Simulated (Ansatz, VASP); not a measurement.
# EuCd2Sb2: VASP beside Ansatz, part 2 of 3

Wanted: the spread between two codes on one cell, functional and k mesh. The cell is taken from a series of VASP runs on this material, whose earlier steps may have relaxed, scaled or displaced it; both programs get it as it stands. Other levels of theory on this material are compared in a session of their own.

VASP 6.6.1 and Ansatz 0.2.0.

So far: The structure; Ansatz: band structure, r2SCAN with rVV10, DFT+U.

## 3. VASP: band structure, r2SCAN with rVV10, DFT+U

Level of this step: r2SCAN with rVV10, DFT+U (Eu f 6 eV), spin-polarised from a ferromagnetic start; plane waves and PAW (Eu, Cd, Sb) (VASP).

The same cell, functional, mesh and smearing now go to VASP, with its own data sets and cutoff.

Lines of VASP's logs that name or quote its potential files are left out, and so is its time.

The input, INCAR:

```
SYSTEM = EuCd2Sb2
PREC = Accurate
ENCUT = 450
EDIFF = 1E-06
NELM = 150
ISMEAR = 1
SIGMA = 0.2
LREAL = .FALSE.
ALGO = Normal
METAGGA = R2SCAN
LUSE_VDW = .TRUE.
IVDW_NL = 2
BPARAM = 11.95
CPARAM = 0.0093
LASPH = .TRUE.
NBANDS = 43
ISPIN = 2
MAGMOM = 6.668 -0.009 -0.009 -0.026 -0.026
LDAU = .TRUE.
LDAUTYPE = 2
LDAUL = 3 -1 -1
LDAUU = 6 0 0
LDAUJ = 0 0 0
LDAUPRINT = 1
LMAXMIX = 6
AMIX = 0.2
BMIX = 1E-04
AMIX_MAG = 0.8
BMIX_MAG = 1E-04
LORBIT = 11
LWAVE = .FALSE.
LCHARG = .FALSE.
KPAR = 4
```

The input, POSCAR:

```
EuCd2Sb2
1.0
    4.7192147267      0.0000000000      0.0000000000
   -2.3596073633      4.0869598392      0.0000000000
    0.0000000000      0.0000000000      7.7228826257
Eu Cd Sb
1 2 2
Direct
    0.0000000000      0.0000000000      0.0000000000
    0.6666666700      0.3333333300      0.3670511780
    0.3333333300      0.6666666700      0.6329488220
    0.6666666700      0.3333333300      0.7531574758
    0.3333333300      0.6666666700      0.2468425242
```

The input, KPOINTS:

```
Automatic mesh
0
Gamma
6 6 3
0 0 0
```

The input, KPOINTS_OPT:

```
Line mode
16
Line-mode
Reciprocal
  0.00000000   0.00000000   0.00000000 GAMMA
  0.50000000   0.00000000   0.00000000 M

  0.50000000   0.00000000   0.00000000 M
  0.33333333   0.33333333   0.00000000 K

  0.33333333   0.33333333   0.00000000 K
  0.00000000   0.00000000   0.00000000 GAMMA

  0.00000000   0.00000000   0.00000000 GAMMA
  0.00000000   0.00000000   0.50000000 A

  0.00000000   0.00000000   0.50000000 A
  0.50000000   0.00000000   0.50000000 L

  0.50000000   0.00000000   0.50000000 L
  0.33333333   0.33333333   0.50000000 H

  0.33333333   0.33333333   0.50000000 H
  0.00000000   0.00000000   0.50000000 A

  0.50000000   0.00000000   0.50000000 L
  0.50000000   0.00000000   0.00000000 M

  0.33333333   0.33333333   0.00000000 K
  0.33333333   0.33333333   0.50000000 H
```

Potentials, in the order of the species: Eu, Cd and Sb (PBE family, release 64).

Launch:

```
> mpirun -np 4 vasp_std
```

What it wrote:

```text
[banner, memory and clock lines left out]
running    4 mpi-ranks, on    1 nodes
 distrk:  each k-point on    1 cores,    4 groups
 distr:  one band on    1 cores,    1 groups

 POSCAR found type information on POSCAR EuCdSb
 POSCAR found :  3 types and       5 ions
|                                                                             |
|               ----> ADVICE to this user running VASP <----                  |
|                                                                             |
|     You have switched on vdW-DFT.                                           |
|     This routine was written and supplied by Jiri Klimes. We recommend      |
|     that you carefully read and cite the following publications:            |
|       J. Klimes, D.R. Bowler, A. Michelides                                 |
|          J. Phys.: Cond Matt. 22 022201 (2010)                              |
|       J. Klimes, D.R. Bowler, A. Michelides                                 |
|          Phys. Rev. B. 83, 195131 (2011)                                    |
|     and references therein.                                                 |
|                                                                             |

|                                                                             |
|               ----> ADVICE to this user running VASP <----                  |
|                                                                             |
|     You enforced a specific xc type in the INCAR file but a different       |
|     [... a line on the potential file left out ...]
|     I HOPE YOU KNOW WHAT YOU ARE DOING!                                     |
|                                                                             |

 LDA part: xc-table for (None), standard interpolation
 POSCAR, INCAR and KPOINTS ok, starting setup
 FFT: planning ... GRIDC
 FFT: planning ... GRID_SOFT
 FFT: planning ... GRID
 WAVECAR not read
 entering main loop
       N       E                     dE             d eps       ncg     rms          rms(c)
Total rVV10 correction in eV:      1.6062076    65.9557333
Total rVV10 correction in eV:      1.6062076    65.9557333
Total rVV10 correction in eV:      1.6062076    65.9557333
Total rVV10 correction in eV:      1.6062076    65.9557333
DAV:   1     0.236056459533E+03    0.23606E+03   -0.19080E+04  4396   0.326E+03
DAV:   2    -0.928765943873E+02   -0.32893E+03   -0.29679E+03  4293   0.478E+02
DAV:   3    -0.133221090072E+03   -0.40344E+02   -0.39564E+02  4167   0.117E+02
DAV:   4    -0.137999911480E+03   -0.47788E+01   -0.47414E+01  5685   0.285E+01
DAV:   5    -0.138356197904E+03   -0.35629E+00   -0.35574E+00  5200   0.946E+00    0.671E+01
Total rVV10 correction in eV:      1.6070250    65.9557328
Total rVV10 correction in eV:      1.6070250    65.9557328
Total rVV10 correction in eV:      1.6070250    65.9557328
Total rVV10 correction in eV:      1.6070250    65.9557328
DAV:   6    -0.132014182877E+03    0.63420E+01   -0.11802E+01  4277   0.488E+01    0.380E+01
Total rVV10 correction in eV:      1.6142058    65.9557328
Total rVV10 correction in eV:      1.6142058    65.9557328
Total rVV10 correction in eV:      1.6142058    65.9557328
Total rVV10 correction in eV:      1.6142058    65.9557328
DAV:   7    -0.132231678323E+03   -0.21750E+00   -0.16566E+00  4816   0.105E+01    0.221E+01
Total rVV10 correction in eV:      1.6244537    65.9557328
Total rVV10 correction in eV:      1.6244537    65.9557328
Total rVV10 correction in eV:      1.6244537    65.9557328
Total rVV10 correction in eV:      1.6244537    65.9557328
DAV:   8    -0.132208385826E+03    0.23292E-01   -0.50441E-01  5125   0.113E+01    0.125E+01
Total rVV10 correction in eV:      1.6365998    65.9557328
Total rVV10 correction in eV:      1.6365998    65.9557328
Total rVV10 correction in eV:      1.6365998    65.9557328
Total rVV10 correction in eV:      1.6365998    65.9557328
DAV:   9    -0.132176171303E+03    0.32215E-01   -0.41311E-01  4780   0.116E+01    0.834E+00
Total rVV10 correction in eV:      1.6432624    65.9557328
Total rVV10 correction in eV:      1.6432624    65.9557328
Total rVV10 correction in eV:      1.6432624    65.9557328
Total rVV10 correction in eV:      1.6432624    65.9557328
DAV:  10    -0.132194192246E+03   -0.18021E-01   -0.92715E-02  5064   0.199E+00    0.485E+00
Total rVV10 correction in eV:      1.6437257    65.9557328
Total rVV10 correction in eV:      1.6437257    65.9557328
Total rVV10 correction in eV:      1.6437257    65.9557328
Total rVV10 correction in eV:      1.6437257    65.9557328
DAV:  11    -0.132193095008E+03    0.10972E-02   -0.22694E-02  4786   0.302E+00    0.197E+00
Total rVV10 correction in eV:      1.6445071    65.9557328
[...]
Total rVV10 correction in eV:      1.6440309    65.9557328
DAV:  17    -0.132194864616E+03    0.25906E-05   -0.11976E-05  4722   0.545E-02    0.319E-02
Total rVV10 correction in eV:      1.6440590    65.9557328
Total rVV10 correction in eV:      1.6440590    65.9557328
Total rVV10 correction in eV:      1.6440590    65.9557328
Total rVV10 correction in eV:      1.6440590    65.9557328
DAV:  18    -0.132194864954E+03   -0.33782E-06   -0.69416E-06  4847   0.379E-02
Total rVV10 correction in eV:      1.6440372    65.9557328
Total rVV10 correction in eV:      1.6440372    65.9557328
Total rVV10 correction in eV:      1.6440372    65.9557328
Total rVV10 correction in eV:      1.6440372    65.9557328
Total rVV10 correction in eV:      1.6440479    65.9557328
Total rVV10 correction in eV:      1.6440479    65.9557328
Total rVV10 correction in eV:      1.6440479    65.9557328
Total rVV10 correction in eV:      1.6440479    65.9557328
   1 F= -.13219486E+03 E0= -.13219501E+03  d E =0.423941E-03  mag=     6.9968
 Start KPOINTS_OPT (optional k-point list driver)
k-point batch [1-17\144]
       N       E                     dE             ncg
DAV:   1     0.205457243224E+04   -0.87850E+04     4361
DAV:   2    -0.358687632799E+04   -0.56414E+04     4232
DAV:   3    -0.421875164971E+04   -0.63188E+03     4328
DAV:   4    -0.427503611328E+04   -0.56284E+02     5452
DAV:   5    -0.427914433935E+04   -0.41082E+01     5224
DAV:   6    -0.427976955404E+04   -0.62521E+00     5376
DAV:   7    -0.427982080559E+04   -0.51252E-01     4856
DAV:   8    -0.427983534463E+04   -0.14539E-01     4840
DAV:   9    -0.427983913726E+04   -0.37926E-02     4216
DAV:  10    -0.427983995340E+04   -0.81614E-03     3696
DAV:  11    -0.427984017260E+04   -0.21921E-03     3272
DAV:  12    -0.427984024717E+04   -0.74563E-04     3016
DAV:  13    -0.427984027056E+04   -0.23397E-04     2560
DAV:  14    -0.427984027858E+04   -0.80187E-05     2392
DAV:  15    -0.427984028124E+04   -0.26559E-05     2214
DAV:  16    -0.427984028196E+04   -0.72029E-06     2131
[...]
k-point batch [137-144\144]
       N       E                     dE             ncg
DAV:   1     0.127293093308E+05   -0.98884E+04     2066
DAV:   2     0.100878537214E+05   -0.26415E+04     2004
DAV:   3     0.980640425457E+04   -0.28145E+03     2087
DAV:   4     0.978668773130E+04   -0.19717E+02     2645
DAV:   5     0.978519372336E+04   -0.14940E+01     2538
DAV:   6     0.978502104816E+04   -0.17268E+00     2512
DAV:   7     0.978500066015E+04   -0.20388E-01     2280
DAV:   8     0.978499538228E+04   -0.52779E-02     2224
DAV:   9     0.978499419506E+04   -0.11872E-02     1960
DAV:  10     0.978499390962E+04   -0.28544E-03     1712
DAV:  11     0.978499383710E+04   -0.72517E-04     1632
DAV:  12     0.978499381653E+04   -0.20574E-04     1472
DAV:  13     0.978499380948E+04   -0.70486E-05     1176
DAV:  14     0.978499380749E+04   -0.19870E-05     1120
DAV:  15     0.978499380697E+04   -0.51793E-06      984
```

From OUTCAR (step 3):

```text
ion  position               nearest neighbor table
   1  0.000  0.000  0.000-   4 3.33   5 3.33   5 3.33   4 3.33   4 3.33   5 3.33
   2  0.667  0.333  0.367-   5 2.88   5 2.88   5 2.88   4 2.98   3 3.41   3 3.41   3 3.41
   3  0.333  0.667  0.633-   4 2.88   4 2.88   4 2.88   5 2.98   2 3.41   2 3.41   2 3.41
   4  0.667  0.333  0.753-   3 2.88   3 2.88   3 2.88   2 2.98   1 3.33   1 3.33   1 3.33
   5  0.333  0.667  0.247-   2 2.88   2 2.88   2 2.88   3 2.98   1 3.33   1 3.33   1 3.33

  LATTYP: Found a hexagonal cell.
 ALAT       =     4.7192147267
 C/A-ratio  =     1.6364762091

 Subroutine GETGRP returns: Found 12 space group operations
 (whereof 12 operations were pure point group operations)

The static configuration has the point symmetry D_3d.

 Found     17 irreducible k-points:

   k-points           NKPTS =     17   k-points in BZ     NKDIM =     17   number of bands    NBANDS=     43

   dimension x,y,z NGX =    36 NGY =   36 NGZ =   54
   dimension x,y,z NGXF=    72 NGYF=   72 NGZF=  108

   ENCUT  =  450.0 eV  33.07 Ry    5.75 a.u.   8.16  8.16 13.36*2*pi/ulx,y,z

   NELECT =      51.0000    total number of electrons

 k-points in reciprocal lattice and weights: Automatic mesh
   0.00000000  0.00000000  0.00000000       0.009
   0.16666667  0.00000000  0.00000000       0.056
   0.33333333  0.00000000  0.00000000       0.056
   0.50000000 -0.00000000  0.00000000       0.028
   0.16666667  0.16666667  0.00000000       0.056
   0.33333333  0.16666667  0.00000000       0.111
   0.33333333  0.33333333  0.00000000       0.019
   0.00000000  0.00000000  0.33333333       0.019
   0.16666667  0.00000000  0.33333333       0.056
[...]
-0.16666667  0.50000000  0.33333333       0.111
   0.33333333  0.33333333  0.33333333       0.037

atom =   1  type =  1  l = 3

 onsite density matrix

spin component  1

  0.9783  0.0000 -0.0000 -0.0011 -0.0000  0.0000 -0.0000
  0.0000  0.9784 -0.0000 -0.0000  0.0012 -0.0000 -0.0000
 -0.0000 -0.0000  0.9787 -0.0000  0.0000  0.0012  0.0000
 -0.0011 -0.0000 -0.0000  0.9797 -0.0000 -0.0000 -0.0000
 -0.0000  0.0012  0.0000 -0.0000  0.9787  0.0000 -0.0000
  0.0000 -0.0000  0.0012 -0.0000  0.0000  0.9784  0.0000
 -0.0000 -0.0000  0.0000 -0.0000 -0.0000  0.0000  0.9800

spin component  2

  0.0008 -0.0000 -0.0000  0.0007 -0.0000 -0.0000  0.0000
 -0.0000  0.0013  0.0000 -0.0000 -0.0002  0.0000  0.0000
 -0.0000  0.0000  0.0006 -0.0000  0.0000 -0.0002  0.0000
  0.0007 -0.0000 -0.0000  0.0006 -0.0000 -0.0000  0.0000
 -0.0000 -0.0002  0.0000 -0.0000  0.0006 -0.0000 -0.0000
 -0.0000  0.0000 -0.0002 -0.0000 -0.0000  0.0013 -0.0000
  0.0000  0.0000  0.0000  0.0000 -0.0000 -0.0000  0.0004

 occupancies and eigenvectors

  o =  0.0001  v =  0.0000  0.0000  0.0000  0.0000  0.0000  0.0000  0.0000 -0.6573  0.0000 -0.0000  0.7536 -0.0000  0.0000 -0.0000      0.0000  0.0000  0.0000  0.0000  0.0000  0.0000  0.0000  0.0000  0.0000  0.0000  0.0000  0.0000  0.0000  0.0000
  o =  0.0004  v =  0.0000  0.0000  0.0000  0.0000  0.0000  0.0000  0.0000  0.0000 -0.0000  0.0000 -0.0000 -0.0000  0.0000 -1.0000      0.0000  0.0000  0.0000  0.0000  0.0000  0.0000  0.0000  0.0000  0.0000  0.0000  0.0000  0.0000  0.0000  0.0000
  o =  0.0005  v =  0.0000  0.0000  0.0000  0.0000  0.0000  0.0000  0.0000  0.0000 -0.1136  0.8642  0.0000 -0.4352  0.2256  0.0000      0.0000  0.0000  0.0000  0.0000  0.0000  0.0000  0.0000  0.0000  0.0000  0.0000  0.0000  0.0000  0.0000  0.0000
  o =  0.0005  v =  0.0000  0.0000  0.0000  0.0000  0.0000  0.0000  0.0000 -0.0000 -0.2256 -0.4352 -0.0000 -0.8642 -0.1136  0.0000      0.0000  0.0000  0.0000  0.0000  0.0000  0.0000  0.0000  0.0000  0.0000  0.0000  0.0000  0.0000  0.0000  0.0000
  o =  0.0014  v =  0.0000  0.0000  0.0000  0.0000  0.0000  0.0000  0.0000  0.7536  0.0000 -0.0000  0.6573 -0.0000  0.0000  0.0000      0.0000  0.0000  0.0000  0.0000  0.0000  0.0000  0.0000  0.0000  0.0000  0.0000  0.0000  0.0000  0.0000  0.0000
  o =  0.0014  v =  0.0000  0.0000  0.0000  0.0000  0.0000  0.0000  0.0000 -0.0000 -0.3500 -0.2355 -0.0000  0.0914  0.9021 -0.0000      0.0000  0.0000  0.0000  0.0000  0.0000  0.0000  0.0000  0.0000  0.0000  0.0000  0.0000  0.0000  0.0000  0.0000
  o =  0.0014  v =  0.0000  0.0000  0.0000  0.0000  0.0000  0.0000  0.0000 -0.0000  0.9021 -0.0914 -0.0000 -0.2355  0.3500  0.0000      0.0000  0.0000  0.0000  0.0000  0.0000  0.0000  0.0000  0.0000  0.0000  0.0000  0.0000  0.0000  0.0000  0.0000
  o =  0.9773  v =  0.0000  0.3368  0.6010 -0.0000 -0.3087 -0.6558 -0.0000  0.0000  0.0000  0.0000  0.0000  0.0000  0.0000  0.0000      0.0000  0.0000  0.0000  0.0000  0.0000  0.0000  0.0000  0.0000  0.0000  0.0000  0.0000  0.0000  0.0000  0.0000
  o =  0.9773  v =  0.0000 -0.6558  0.3087 -0.0000  0.6010 -0.3368  0.0000  0.0000  0.0000  0.0000  0.0000  0.0000  0.0000  0.0000      0.0000  0.0000  0.0000  0.0000  0.0000  0.0000  0.0000  0.0000  0.0000  0.0000  0.0000  0.0000  0.0000  0.0000
  o =  0.9777  v = -0.8821 -0.0000 -0.0000 -0.4711 -0.0000 -0.0000 -0.0000  0.0000  0.0000  0.0000  0.0000  0.0000  0.0000  0.0000      0.0000  0.0000  0.0000  0.0000  0.0000  0.0000  0.0000  0.0000  0.0000  0.0000  0.0000  0.0000  0.0000  0.0000
  o =  0.9798  v =  0.0000  0.3087 -0.6558 -0.0000  0.3368 -0.6010  0.0000  0.0000  0.0000  0.0000  0.0000  0.0000  0.0000  0.0000      0.0000  0.0000  0.0000  0.0000  0.0000  0.0000  0.0000  0.0000  0.0000  0.0000  0.0000  0.0000  0.0000  0.0000
  o =  0.9798  v =  0.0000 -0.6010 -0.3368 -0.0000 -0.6558 -0.3087 -0.0000  0.0000  0.0000  0.0000  0.0000  0.0000  0.0000  0.0000      0.0000  0.0000  0.0000  0.0000  0.0000  0.0000  0.0000  0.0000  0.0000  0.0000  0.0000  0.0000  0.0000  0.0000
  o =  0.9800  v = -0.0000 -0.0000  0.0000  0.0000 -0.0000  0.0000  1.0000  0.0000  0.0000  0.0000  0.0000  0.0000  0.0000  0.0000      0.0000  0.0000  0.0000  0.0000  0.0000  0.0000  0.0000  0.0000  0.0000  0.0000  0.0000  0.0000  0.0000  0.0000
  o =  0.9803  v = -0.4711 -0.0000 -0.0000  0.8821 -0.0000 -0.0000 -0.0000  0.0000  0.0000  0.0000  0.0000  0.0000  0.0000  0.0000      0.0000  0.0000  0.0000  0.0000  0.0000  0.0000  0.0000  0.0000  0.0000  0.0000  0.0000  0.0000  0.0000  0.0000

 average (electrostatic) potential at core
       1 -43.5198       2 -43.7735       3 -43.7735       4 -93.2550       5 -93.2550

 E-fermi :   4.1003

 spin component 1
 k-point     1 :       0.0000    0.0000    0.0000
  band No.  band energies     occupation
    ...
     25       2.3525      1.00000
     26       2.3525      1.00000
     27       3.9243      1.00780
     28       4.0038      0.86040
     29       4.0038      0.86040
     30       4.2993     -0.02460
     31       4.8938     -0.00000
     32       5.6924     -0.00000
     33       5.9740     -0.00000
     34       5.9740     -0.00000
    ...

 k-point     2 :       0.1667    0.0000    0.0000
  band No.  band energies     occupation
    ...
     25       2.2406      1.00000
     26       2.3725      1.00000
     27       2.5490      1.00000
     28       3.4053      1.00001
     29       3.4896      1.00007
     30       5.0493     -0.00000
     31       5.4314     -0.00000
     32       6.1064     -0.00000
     33       6.7234     -0.00000
     34       6.7457     -0.00000
    ...

 k-point     3 :       0.3333    0.0000    0.0000
  band No.  band energies     occupation
    ...
     25       2.2406      1.00000
     26       2.2602      1.00000
     27       2.3616      1.00000
     28       2.5456      1.00000
     29       2.6894      1.00000
     30       4.6498     -0.00036
     31       6.0142     -0.00000
     32       6.6614     -0.00000
     33       7.1041     -0.00000
     34       7.2573     -0.00000
    ...

 k-point     4 :       0.5000   -0.0000    0.0000
  band No.  band energies     occupation
    ...
     25       2.2369      1.00000
     26       2.2459      1.00000
     27       2.2883      1.00000
     28       2.3219      1.00000
     29       2.4025      1.00000
     30       4.3532     -0.03523
     31       6.2552     -0.00000
     32       6.3522     -0.00000
     33       7.8087     -0.00000
     34       7.8341     -0.00000
    ...

 k-point     5 :       0.1667    0.1667    0.0000
  band No.  band energies     occupation
    ...
     25       2.2434      1.00000
     26       2.2822      1.00000
     27       2.3156      1.00000
     28       2.4587      1.00000
     29       3.1418      1.00000
     30       5.3864     -0.00000
     31       6.1199     -0.00000
     32       6.3676     -0.00000
     33       6.8124     -0.00000
     34       6.9913     -0.00000
    ...

 k-point     6 :       0.3333    0.1667    0.0000
  band No.  band energies     occupation
    ...
     25       2.2353      1.00000
     26       2.2453      1.00000
     27       2.2574      1.00000
     28       2.2774      1.00000
     29       2.4375      1.00000
     30       5.5946     -0.00000
     31       6.1996     -0.00000
     32       6.4000     -0.00000
     33       7.0180     -0.00000
     34       7.5536     -0.00000
    ...

  Total       -0.0522632     -0.0522632     -0.0375523     -0.0000000      0.0000000      0.0000000
  in kB       -0.5621560     -0.5621560     -0.4039221     -0.0000000      0.0000000      0.0000000
  external PRESSURE =      -0.5094114 kB  Pullay stress =       0.0000000 kB

  energy-cutoff  :      450.00
  volume of cell :      148.95
      direct lattice vectors                 reciprocal lattice vectors
     4.719214727  0.000000000  0.000000000     0.211899661  0.122340326  0.000000000
    -2.359607363  4.086959839  0.000000000     0.000000000  0.244680652  0.000000000
     0.000000000  0.000000000  7.722882626     0.000000000  0.000000000  0.129485329

 POSITION                                       TOTAL-FORCE (eV/Angst)
 -----------------------------------------------------------------------------------
      0.00000      0.00000      0.00000         0.000000      0.000000      0.000000
      2.35961      1.36232      2.83469         0.000000     -0.000000      0.003203
     -0.00000      2.72464      4.88819        -0.000000      0.000000     -0.003203
      2.35961      1.36232      5.81655         0.000000     -0.000000      0.006319
     -0.00000      2.72464      1.90634         0.000000      0.000000     -0.006319
 -----------------------------------------------------------------------------------
    total drift:                                0.000000      0.000000      0.000000

  FREE ENERGIE OF THE ION-ELECTRON SYSTEM (eV)
  ---------------------------------------------------
  free  energy   TOTEN  =      -132.1948649536 eV

  energy  without entropy=     -132.1952888945  energy(sigma->0) =     -132.19500627

 total charge
# of ion       s       p       d       f       tot
--------------------------------------------------
    1        2.036   5.811   0.230   6.850  14.928
    2        0.461   0.311   9.525   0.000  10.296
    3        0.461   0.311   9.525   0.000  10.296
    4        1.099   1.400   0.015   0.000   2.514
    5        1.099   1.400   0.015   0.000   2.514
--------------------------------------------------
tot          5.155   9.233  19.309   6.850  40.548

 magnetization (x)
# of ion       s       p       d       f       tot
--------------------------------------------------
    1       -0.025  -0.195   0.048   6.840   6.668
    2       -0.003  -0.005  -0.001   0.000  -0.009
    3       -0.003  -0.005  -0.001   0.000  -0.009
    4       -0.006  -0.021   0.001   0.000  -0.026
    5       -0.006  -0.021   0.001   0.000  -0.026
--------------------------------------------------
tot         -0.042  -0.247   0.049   6.840   6.599

[... 6 further parts left out ...]
```

The run ends at a pressure of -0.05 GPa, with forces up to 0.0063 eV/Å.

(Part 2 of 3 ends here.)

[Lines on the potential files, build, host, timing and source positions are cut from VASP's logs without a mark.]

[Logs are printed without paths, hosts, clocks, repeated set-up lines and the standing remarks that a program may print on its own settings, such as how far it seeks lower states.]

[Hosts, paths, dates, database ids (printed as entryN), source tags and the programs' standing remarks are cut or masked in the printed files.]
